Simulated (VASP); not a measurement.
All values below come from r2SCAN meta-GGA, VASP's PBE PAW potentials (set 64) (plane waves; VASP 6.6.1).

The input files of a VASP run:

### KPOINTS
```
kpoints
0
Gamma
12 12 12
0 0 0
```

**INCAR**
```
SYSTEM = WSi2
PREC = Accurate
ENCUT = 400
EDIFF = 1E-6
NELM = 100
ALGO = Normal
LREAL = .FALSE.
LASPH = .TRUE.
ISMEAR = 1
SIGMA = 0.1
METAGGA = R2SCAN
LMIXTAU = .TRUE.
LMAXMIX = 6
LWAVE = .FALSE.
LCHARG = .FALSE.
IBRION = 2
ISIF = 3
NSW = 60
EDIFFG = -0.02
```

POSCAR:
```
WSi2
1
   -1.6064114955     1.6064114955     3.8992706817
    1.6064114955    -1.6064114955     3.8992706817
    1.6064114955     1.6064114955    -3.8992706817
Si W
2 1
Direct
  0.6653741710   0.6653741710   0.0000000000
  0.3346258290   0.3346258290   0.0000000000
  0.0000000000   0.0000000000   1.0000000000
```

POTCAR, in this order: Si W_sv (PBE.64 set). Program: vasp_std.

Output of the run:

**OSZICAR**
```
       N       E                     dE             d eps       ncg     rms          rms(c)
DAV:   1     0.650764191787E+02    0.65076E+02   -0.10059E+04  4898   0.127E+03
DAV:   2    -0.714455916071E+02   -0.13652E+03   -0.13441E+03  5751   0.332E+02
DAV:   3    -0.749261794415E+02   -0.34806E+01   -0.34000E+01  6430   0.483E+01
DAV:   4    -0.749498618355E+02   -0.23682E-01   -0.23680E-01  5688   0.463E+00
DAV:   5    -0.749501523944E+02   -0.29056E-03   -0.29055E-03  6465   0.499E-01    0.274E+01
DAV:   6    -0.698682949103E+02    0.50819E+01   -0.34955E+00  5436   0.213E+01    0.799E+00
DAV:   7    -0.695748287835E+02    0.29347E+00   -0.32293E-01  5737   0.504E+00    0.388E+00
DAV:   8    -0.698521514300E+02   -0.27732E+00   -0.27922E-01  5275   0.545E+00    0.633E-01
DAV:   9    -0.698099268511E+02    0.42225E-01   -0.77618E-02  5163   0.300E+00    0.397E-01
DAV:  10    -0.698110068523E+02   -0.10800E-02   -0.14334E-03  6381   0.311E-01    0.312E-01
DAV:  11    -0.698139022942E+02   -0.28954E-02   -0.28596E-03  5975   0.458E-01    0.429E-01
DAV:  12    -0.698128124210E+02    0.10899E-02   -0.42613E-03  5331   0.753E-01    0.342E-01
DAV:  13    -0.698149207460E+02   -0.21083E-02   -0.14540E-03  5065   0.431E-01    0.259E-01
DAV:  14    -0.698148511883E+02    0.69558E-04   -0.23152E-04  6325   0.126E-01    0.154E-01
DAV:  15    -0.698148570879E+02   -0.58996E-05   -0.27671E-05  5513   0.619E-02    0.813E-02
DAV:  16    -0.698148450984E+02    0.11990E-04   -0.67235E-05  6129   0.686E-02    0.122E-02
DAV:  17    -0.698148486842E+02   -0.35857E-05   -0.33722E-06  5114   0.184E-02    0.153E-02
DAV:  18    -0.698148463510E+02    0.23332E-05   -0.32707E-06  4568   0.143E-02    0.139E-03
DAV:  19    -0.698148461820E+02    0.16893E-06   -0.38887E-07  2585   0.461E-03
   1 F= -.69814846E+02 E0= -.69814849E+02  d E =-.698148E+02
       N       E                     dE             d eps       ncg     rms          rms(c)
DAV:   1    -0.698161377528E+02   -0.12914E-02   -0.36392E-02  5618   0.227E+00    0.394E-01
DAV:   2    -0.698149401370E+02    0.11976E-02   -0.62885E-03  5581   0.689E-01    0.799E-02
DAV:   3    -0.698148265451E+02    0.11359E-03   -0.21619E-04  5709   0.125E-01    0.438E-02
DAV:   4    -0.698147930194E+02    0.33526E-04   -0.90529E-05  6129   0.773E-02    0.168E-02
DAV:   5    -0.698147659850E+02    0.27034E-04   -0.35296E-05  5219   0.664E-02    0.154E-02
DAV:   6    -0.698147917871E+02   -0.25802E-04   -0.17291E-05  5149   0.443E-02    0.698E-03
DAV:   7    -0.698147838240E+02    0.79631E-05   -0.23247E-06  3865   0.165E-02    0.108E-03
DAV:   8    -0.698147893711E+02   -0.55471E-05   -0.40979E-07  2578   0.611E-03    0.634E-04
DAV:   9    -0.698147878131E+02    0.15579E-05   -0.57634E-08  2501   0.252E-03    0.558E-04
DAV:  10    -0.698147882840E+02   -0.47088E-06   -0.63942E-09  2480   0.762E-04
   2 F= -.69814788E+02 E0= -.69814804E+02  d E =0.578980E-04
       N       E                     dE             d eps       ncg     rms          rms(c)
DAV:   1    -0.698153684566E+02   -0.58064E-03   -0.12602E-02  5611   0.133E+00    0.233E-01
DAV:   2    -0.698149469386E+02    0.42152E-03   -0.21516E-03  5588   0.405E-01    0.472E-02
DAV:   3    -0.698149172447E+02    0.29694E-04   -0.72923E-05  5744   0.732E-02    0.258E-02
DAV:   4    -0.698148955126E+02    0.21732E-04   -0.30996E-05  6150   0.452E-02    0.993E-03
DAV:   5    -0.698149040621E+02   -0.85495E-05   -0.11750E-05  5233   0.384E-02    0.905E-03
DAV:   6    -0.698148993932E+02    0.46690E-05   -0.57206E-06  5142   0.256E-02    0.404E-03
DAV:   7    -0.698149047525E+02   -0.53593E-05   -0.78183E-07  2522   0.964E-03    0.632E-04
DAV:   8    -0.698149022363E+02    0.25161E-05   -0.14500E-07  2487   0.353E-03    0.380E-04
DAV:   9    -0.698149030774E+02   -0.84110E-06   -0.19134E-08  2466   0.144E-03
   3 F= -.69814903E+02 E0= -.69814911E+02  d E =-.568954E-04
```

**OUTCAR**
```
------------------------ aborting loop because EDIFF is reached ----------------------------------------
  FORCE on cell =-STRESS in cart. coord.  units (eV):
  Direction    XX          YY          ZZ          XY          YZ          ZX
  --------------------------------------------------------------------------------------
  Total       -0.0195410     -0.0195410      0.0032132      0.0000000      0.0000000      0.0000000
  in kB       -0.7771265     -0.7771265      0.1277856      0.0000000      0.0000000      0.0000000
  external PRESSURE =      -0.4754891 kB  Pullay stress =       0.0000000 kB
  volume of cell :       40.29
      direct lattice vectors                 reciprocal lattice vectors
    -1.606484053  1.606484053  3.902589007     0.000000000  0.311238695  0.128120076
     1.606484053 -1.606484053  3.902589007     0.311238695  0.000000000  0.128120076
     1.606484053  1.606484053 -3.902589007     0.311238695  0.311238695  0.000000000
 POSITION                                       TOTAL-FORCE (eV/Angst)
 -----------------------------------------------------------------------------------
      0.00000      0.00000      5.19343        -0.000000     -0.000000     -0.001332
      0.00000      0.00000      2.61175         0.000000      0.000000      0.001332
      0.00000     -0.00000      0.00000        -0.000000     -0.000000      0.000000
 -----------------------------------------------------------------------------------
    total drift:                               -0.000000      0.000000     -0.000000
  FREE ENERGIE OF THE ION-ELECTRON SYSTEM (eV)
  ---------------------------------------------------
  free  energy   TOTEN  =       -69.8149030774 eV

  energy  without entropy=      -69.8149280609  energy(sigma->0) =      -69.81491141

 reached required accuracy - stopping structural energy minimisation
```
(Selected blocks of OUTCAR.)

**CONTCAR**
```
WSi2
   1.00000000000000
    -1.6064840525390516    1.6064840525390516    3.9025890072462683
     1.6064840525390516   -1.6064840525390516    3.9025890072462683
     1.6064840525390516    1.6064840525390516   -3.9025890072462683
  Si              W
     2     1
Direct
     0.6653823972693542    0.6653823972693542    0.0000000000000000
     0.3346176027306458    0.3346176027306458    0.0000000000000000
     0.0000000000000000    0.0000000000000000    0.0000000000000000
```

The compound is WSi2 in the MoSi2 type structure. This run relaxes it. Symmetry was kept, so distortions that lower it aren't found. The start is the result of an earlier pass.
